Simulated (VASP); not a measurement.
All values below come from PBE GGA, VASP's PBE PAW potentials (set 64) (plane waves; VASP).

Input for VASP

### KPOINTS
```
Automatic mesh
0
Gamma
7 7 7
0 0 0
```

### INCAR
```
LCHARG  =  F
LWAVE  =  F
ENCUT  =  480   # plane-wave cut-off (eV)
SYSTEM  =  HgTe
EDIFFG  =  -0.01
EDIFF  =  1E-6   # SCF stop (eV)
NELM  =  100
PREC  =  Accurate
LREAL  =  F   # projection in real space or not
SIGMA  =  0.05   # width (eV)
ISMEAR  =  0
ALGO  =  Normal   # blocked Davidson
LASPH  =  T   # aspherical one-centre terms
LMAXMIX  =  6
ISIF  =  3   # ions, shape and volume
NSW  =  60
GGA  =  PE
IBRION  =  2   # conjugate gradients
```

File POSCAR:
```
HgTe
1
    0.0000000000     3.2300000000     3.2300000000
    3.2300000000     0.0000000000     3.2300000000
    3.2300000000     3.2300000000     0.0000000000
Hg Te
1 1
Direct
  0.0000000000   0.0000000000   0.0000000000
  0.7500000000   0.7500000000   0.7500000000
```

POTCAR, in this order: Hg Te (PBE.64 set). Program: vasp_std.

Energy and stress use the plane-wave basis of the starting cell. Unless said otherwise, spin-orbit coupling is left out, though it shifts the bands of the heavy elements here.

Task: What does the run give for the energy per atom (σ→0), volume per atom, band gap (on the k-mesh)?

Result: 
```
Property                                                    Result
------------------------  ----------------------------------------
energy per atom (σ→0)                               -1.823 eV/atom
band gap (on the k-mesh)  none (metal, semimetal or under 0.01 eV)
volume per atom                                      36.86 Å³/atom
```

OSZICAR:
```
...
DAV:   3    -0.364835796866E+01    0.92531E-02   -0.28855E-02   535   0.157E+00    0.704E-01
DAV:   4    -0.364713201997E+01    0.12259E-02   -0.31618E-03   550   0.469E-01    0.109E-01
DAV:   5    -0.364703364778E+01    0.98372E-04   -0.51176E-04   563   0.285E-01    0.110E-01
DAV:   6    -0.364705263854E+01   -0.18991E-04   -0.10394E-04   565   0.107E-01    0.467E-02
DAV:   7    -0.364704757777E+01    0.50608E-05   -0.15290E-05   570   0.487E-02    0.867E-03
DAV:   8    -0.364704896354E+01   -0.13858E-05   -0.23132E-06   544   0.115E-02    0.385E-03
DAV:   9    -0.364704911991E+01   -0.15637E-06   -0.13819E-07   370   0.356E-03
   3 F= -.36470491E+01 E0= -.36469367E+01  d E =-.697910E-01
```

The compound is HgTe in the zinc blende structure. This run relaxes it. Symmetry was kept, so distortions that lower it aren't found.
